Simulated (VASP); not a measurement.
Write the native input for VASP 6.6.1 that does the following.

- Task: relaxation of cell and atoms
- Functional: PBE
- Potentials or basis: VASP PAW PBE potentials, release 64 (Sn_d, Ge_d, Te)
- Cutoff: 520 eV
- k mesh: 3 × 3 × 3
- Occupations: gaussian, width 0.15 eV
- Spin: no spin polarisation
- Further INCAR settings: PREC = Normal; ALGO = Fast; EDIFF = 0.0001; IBRION = 2; EDIFFG = -0.08; NSW = 24; ISIF = 3

The structure of SnGeTe3 lies in POSCAR:

```
SnGeTe3
1.0
    5.9884637000      0.0000000000      0.0000000000
   -2.9942318500      5.1861617000      0.0000000000
    0.0000000000      0.0000000000      4.7848893300
Sn Ge Te
1 1 3
Direct
    0.0000000000      0.0000000000      0.5000000000
    0.0000000000      0.0000000000      0.0000000000
    0.5000000000      0.0000000000      0.5000000000
    0.0000000000      0.5000000000      0.5000000000
    0.5000000000      0.5000000000      0.5000000000
```

The cell was built by a generator and needn't be a form met in nature.

One way to write it, as run:

INCAR

```
ALGO     = Fast           # electronic algorithm
EDIFF    = 1E-4           # SCF threshold, eV
EDIFFG   = -0.08          # ionic threshold
ENCUT    = 520            # plane-wave cutoff, eV
GGA      = PE             # functional
IBRION   = 2              # ionic algorithm
ISIF     = 3              # what is computed and relaxed
ISMEAR   = 0              # smearing method
LASPH    = T              # aspherical terms in the spheres
LCHARG   = F              # write CHGCAR
LREAL    = F              # projectors in reciprocal space
LWAVE    = F              # write WAVECAR
NELM     = 60             # most SCF steps
NSW      = 24             # ionic steps
PREC     = Normal         # precision mode
SIGMA    = 0.15           # smearing width, eV
```

KPOINTS

```
k-points
0
Gamma
  3 3 3
```

Potentials or basis: VASP PAW PBE potentials, release 64 (Sn_d, Ge_d, Te).

The run is started by

```bash
$ cat potpaw_PBE.64/Sn_d/POTCAR potpaw_PBE.64/Ge_d/POTCAR potpaw_PBE.64/Te/POTCAR > POTCAR
$ mpirun -np 1 vasp_std > vasp.out
```

It gave:

| Property | Result |
| --- | --- |
| Relaxed volume | 37.80 Å³/atom |
| Relaxed cell | a = 6.489 Å, b = 6.489 Å, c = 5.183 Å, α = 90.00°, β = 90.00°, γ = 120.00° |
| Space group after relaxing (to 0.05 Å) | P6/mmm (No. 191) |
| Energy gained by relaxing | 284.6 meV/atom |
| Ionic steps | 6 |
| Pressure after relaxing | 0.0 GPa |
| Band gap on the k mesh | none (metal or under the smearing width) |

Caveat: the k mesh is coarse (spacing up to 0.44 Å⁻¹), so the values aren't converged; the volume moved by over 15 % at a fixed basis, so the end points are rough.

Run time: 59 s on 1 thread of Intel(R) Xeon(R) Platinum 8488C (Sapphire Rapids), on a shared host, peak memory 0.19 GiB.
